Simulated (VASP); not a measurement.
Runs of VASP 6.6.1 on TiC. It takes space group Fm-3m (No. 225, cubic). Conventional cell: a = 4.319 Å, b = 4.319 Å, c = 4.319 Å, α = 90.00°, β = 90.00°, γ = 90.00°. Ti (site symmetry m-3m) is surrounded by 6 C at 2.16 Å. C (site symmetry m-3m) has 6 Ti at 2.16 Å as nearest neighbours. 

```csv
level,potentials or basis,k mesh,grid for exact exchange (PRECFOCK),screening parameter,gap on the mesh (eV),pressure (GPa)
PBEsol,"VASP PAW PBE potentials, release 64 (Ti_sv, C)",12 × 12 × 12,-,-,none,-4.3
PBE,"VASP PAW PBE potentials, release 64 (Ti_sv, C)",12 × 12 × 12,-,-,none,2.8
LDA,"VASP PAW LDA potentials, release 64 (Ti_sv, C)",12 × 12 × 12,-,-,none,(b)
HSE06,"VASP PAW PBE potentials, release 64 (Ti_sv, C)",7 × 7 × 7,Fast,0.2 1/A,none,-2.5
r2SCAN,"VASP PAW PBE potentials, release 64 (Ti_sv, C)",12 × 12 × 12,-,-,none,(a)
```

Alike in all rows: task single point; no spin polarisation; cell as given; cutoff (eV) 520; smearing fermi-dirac 0.05 eV.

Q: Estimate the missing entries.

A: (a) 2.7; (b) -9.9.

Caveats: the PAW data sets were made with another functional, which shifts forces and pressure a little (some runs).

A k mesh can miss the band edges.

A gap of «none» marks a metal or a gap under the smearing width.

Not every run made on this cell is shown here.
